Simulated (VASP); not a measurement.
# WAu (F-43m) in VASP: a run that goes wrong, beside a sound one

A flawed run on WAu and a sound one for comparison.

Everything below comes from runs of VASP 6.6.1. Logs are shortened: lines on timing, memory, paths and dates and some standing lists are left out, and cuts for length are marked.

**1. Starting point**

Symmetry: F-43m, No. 216, cubic system. Conventional cell: a = 5.818 Å, b = 5.818 Å, c = 5.818 Å, α = 90.00°, β = 90.00°, γ = 90.00°. W (site symmetry -43m) has 4 Au at 2.52 Å as nearest neighbours. Au (site symmetry -43m) is surrounded by 4 W at 2.52 Å.

The cell was built by a generator and needn't be a form met in nature.

**2. A run with an altered input**

File INCAR:

```
PREC = Accurate ; ENCUT = 80
EDIFF = 1E-6 ; ISMEAR = -1
SIGMA = 0.05 ; LREAL = False
LASPH = True ; NELM = 68
ALGO = Normal ; ISIF = 2
LWAVE = False ; LCHARG = False
LMAXMIX = 4 ; GGA = PS
NBANDS = 20
```

File KPOINTS:

```
regular mesh
0
Gamma
  6 6 6
```

File POSCAR:

```
WAu
1.0
    0.0000000000      2.9092100000      2.9092100000
    2.9092100000      0.0000000000      2.9092100000
    2.9092100000      2.9092100000      0.0000000000
W Au
1 1
Direct
    0.0000000000      0.0000000000      0.0000000000
    0.7500000000      0.7500000000      0.7500000000
```

File KPOINTS_OPT:

```
path GXWKGLUWLK,UX
15
line-mode
reciprocal
 0.0000000000  0.0000000000  0.0000000000  G
 0.5000000000  0.0000000000  0.5000000000  X

 0.5000000000  0.0000000000  0.5000000000  X
 0.5000000000  0.2500000000  0.7500000000  W

 0.5000000000  0.2500000000  0.7500000000  W
 0.3750000000  0.3750000000  0.7500000000  K

 0.3750000000  0.3750000000  0.7500000000  K
 0.0000000000  0.0000000000  0.0000000000  G

 0.0000000000  0.0000000000  0.0000000000  G
 0.5000000000  0.5000000000  0.5000000000  L

 0.5000000000  0.5000000000  0.5000000000  L
 0.6250000000  0.2500000000  0.6250000000  U

 0.6250000000  0.2500000000  0.6250000000  U
 0.5000000000  0.2500000000  0.7500000000  W

 0.5000000000  0.2500000000  0.7500000000  W
 0.5000000000  0.5000000000  0.5000000000  L

 0.5000000000  0.5000000000  0.5000000000  L
 0.3750000000  0.3750000000  0.7500000000  K

 0.6250000000  0.2500000000  0.6250000000  U
 0.5000000000  0.0000000000  0.5000000000  X
```

Potentials or basis: VASP PAW PBE potentials, release 64 (W_sv, Au).

Launch:

```console
cat potpaw_PBE.64/W_sv/POTCAR potpaw_PBE.64/Au/POTCAR > POTCAR
mpirun -np 1 vasp_std > vasp.out
```

OUTCAR:

```text
PREC = Accurate
   ENCUT = 80
   EDIFF = 1E-6
   ISMEAR = -1
   LREAL = False
   LASPH = True
   NELM = 68
   ISIF = 2
   GGA = PS

[... 568 lines left out ...]
     0.000000000  2.909210000  2.909210000    -0.171867964  0.171867964  0.171867964
     2.909210000  0.000000000  2.909210000     0.171867964 -0.171867964  0.171867964
     2.909210000  2.909210000  0.000000000     0.171867964  0.171867964 -0.171867964

 POSITION                                       TOTAL-FORCE (eV/Angst)
 -----------------------------------------------------------------------------------
      0.00000      0.00000      0.00000        -0.000000     -0.000000     -0.000000
      4.36381      4.36381      4.36381         0.000000      0.000000      0.000000
 -----------------------------------------------------------------------------------
    total drift:                               -0.000021     -0.000021     -0.000009

  FREE ENERGIE OF THE ION-ELECTRON SYSTEM (eV)
  ---------------------------------------------------
  free  energy   TOTEN  =        52.2744622194 eV

  energy  without entropy=       52.2968587128  energy(sigma->0) =       52.28566047
```

OSZICAR:

```text
N       E                     dE             d eps       ncg     rms          rms(c)
DAV:   1     0.298298181119E+02    0.29830E+02   -0.43174E+03   848   0.341E+02
DAV:   2    -0.979077828414E+01   -0.39621E+02   -0.38589E+02   720   0.103E+02
DAV:   3    -0.101533168904E+02   -0.36254E+00   -0.36201E+00   740   0.885E+00
DAV:   4    -0.101536125464E+02   -0.29566E-03   -0.29565E-03   684   0.244E-01
DAV:   5    -0.101536130346E+02   -0.48819E-06   -0.48863E-06   680   0.787E-03    0.262E+02
DAV:   6     0.373367619128E+02    0.47490E+02   -0.62281E+01   700   0.392E+01    0.151E+02
DAV:   7     0.518192327114E+02    0.14482E+02   -0.21316E+01   720   0.274E+01    0.420E+01
DAV:   8     0.521750086961E+02    0.35578E+00   -0.13463E+00   716   0.631E+00    0.196E+01
DAV:   9     0.522377868626E+02    0.62778E-01   -0.73761E-01   672   0.366E+00    0.590E+00
DAV:  10     0.522749197523E+02    0.37133E-01   -0.11863E-01   684   0.149E+00    0.686E-01
[... 56 further cycles ...]
DAV:   3    -0.552062209383E+04   -0.72001E+01      732
DAV:   4    -0.552063282131E+04   -0.10727E-01      688
DAV:   5    -0.552063284825E+04   -0.26941E-04      724
DAV:   6    -0.552063284835E+04   -0.10089E-06      504
       N       E                     dE             ncg
DAV:   1     0.139926721333E+04   -0.41505E+04      316
DAV:   2     0.107812047202E+04   -0.32115E+03      272
DAV:   3     0.107457317568E+04   -0.35473E+01      256
DAV:   4     0.107456602594E+04   -0.71497E-02      260
DAV:   5     0.107456599870E+04   -0.27237E-04      256
DAV:   6     0.107456599856E+04   -0.13976E-06      180
```

stdout:

```text
POSCAR found type information on POSCAR W Au
 POSCAR found :  2 types and       2 ions
 scaLAPACK will be used
 -----------------------------------------------------------------------------
|                                                                             |
|                                                                             |
|     You enforced a specific xc type in the INCAR file but a different       |
|     I HOPE YOU KNOW WHAT YOU ARE DOING!                                     |
|                                                                             |
 -----------------------------------------------------------------------------

 LDA part: xc-table for (Slater+PW92), standard interpolation
 POSCAR, INCAR and KPOINTS ok, starting setup
 FFT: planning ... GRIDC
 FFT: planning ... GRID_SOFT
 FFT: planning ... GRID
 WAVECAR not read
 entering main loop
 Start KPOINTS_OPT (optional k-point list driver)
k-point batch [1-16\150]
k-point batch [17-32\150]
k-point batch [33-48\150]
k-point batch [49-64\150]
k-point batch [65-80\150]
k-point batch [81-96\150]
k-point batch [97-112\150]
k-point batch [113-128\150]
k-point batch [129-144\150]
k-point batch [145-150\150]
```

Wall time 3 s (1 thread of Intel Xeon 6975P-C (Granite Rapids), shared host); peak memory 0.11 GiB.

Self-consistency was reached. The fault, put in on purpose: cutoff far too low (ENCUT = 80). The program ran through all the same, so the numbers look like a result but aren't the crystal's properties.

**3. Band structure, PBEsol**

File INCAR:

```
SYSTEM = WAu
  PREC = Accurate
  ENCUT = 520
  EDIFF = 1E-6
  ISMEAR = -1
  SIGMA = 0.05
  LREAL = .False.
  LASPH = .True.
  NELM = 60
  ALGO = Normal
  ISIF = 2
  LWAVE = .False.
  LCHARG = .False.
  LMAXMIX = 4
  GGA = PS
  NBANDS = 20
```

File KPOINTS:

```
Automatic mesh
0
Gamma
  6 6 6
  0 0 0
```

POSCAR is that of step 2.

KPOINTS_OPT, as its differences from that of step 2:

```diff
@@ -1,3 +1,3 @@
 path GXWKGLUWLK,UX
-15
+10
 line-mode
```

Potentials or basis: VASP PAW PBE potentials, release 64 (W_sv, Au).

Launch:

```console
cat potpaw_PBE.64/W_sv/POTCAR potpaw_PBE.64/Au/POTCAR > POTCAR
mpirun -np 1 vasp_std > vasp.out
```

It took 20 s on 1 thread of Intel Xeon 6975P-C (Granite Rapids), shared host; peak memory 0.17 GiB.

The run converged. Its results:

```
Free energy             : -13.6457 eV
Pressure                : -4.8 GPa
Band gap along the path : none (metal or under the smearing width)
```

Levels at the corners of the path, in eV from the Fermi level:
```csv
point,band 8,band 9,band 10,band 11,band 12,band 13,band 14,band 15,band 16,band 17
Γ,-5.65,-5.65,-5.65,-0.79,-0.79,-0.79,1.47,1.47,8.27,10.94
X,-5.69,-5.03,-4.05,-2.82,0.32,1.19,1.40,1.40,2.64,3.32
X,-5.69,-5.03,-4.05,-2.82,0.32,1.19,1.40,1.40,2.64,3.32
W,-5.25,-5.24,-4.12,-1.51,-1.15,0.91,1.49,1.83,2.25,2.48
W,-5.25,-5.24,-4.12,-1.51,-1.15,0.91,1.49,1.83,2.25,2.48
K,-5.57,-5.10,-4.19,-2.02,-0.20,0.39,1.19,1.53,2.27,3.14
K,-5.57,-5.10,-4.19,-2.02,-0.20,0.39,1.19,1.53,2.27,3.14
Γ,-5.65,-5.65,-5.65,-0.79,-0.79,-0.79,1.47,1.47,8.27,10.94
Γ,-5.65,-5.65,-5.65,-0.79,-0.79,-0.79,1.47,1.47,8.27,10.94
L,-5.54,-5.54,-5.02,-1.90,-0.31,-0.31,1.30,1.30,1.92,7.69
L,-5.54,-5.54,-5.02,-1.90,-0.31,-0.31,1.30,1.30,1.92,7.69
U,-5.57,-5.10,-4.19,-2.02,-0.20,0.39,1.19,1.53,2.27,3.14
U,-5.57,-5.10,-4.19,-2.02,-0.20,0.39,1.19,1.53,2.27,3.14
W,-5.25,-5.24,-4.12,-1.51,-1.15,0.91,1.49,1.83,2.25,2.48
W,-5.25,-5.24,-4.12,-1.51,-1.15,0.91,1.49,1.83,2.25,2.48
L,-5.54,-5.54,-5.02,-1.90,-0.31,-0.31,1.30,1.30,1.92,7.69
L,-5.54,-5.54,-5.02,-1.90,-0.31,-0.31,1.30,1.30,1.92,7.69
K,-5.57,-5.10,-4.19,-2.02,-0.20,0.39,1.19,1.53,2.27,3.14
U,-5.57,-5.10,-4.19,-2.02,-0.20,0.39,1.19,1.53,2.27,3.14
X,-5.69,-5.03,-4.05,-2.82,0.32,1.19,1.40,1.40,2.64,3.32
```

Caveat: the PAW data sets were made with another functional, which shifts forces and pressure a little; spin-orbit coupling is left out, which moves the levels of the heavy elements.
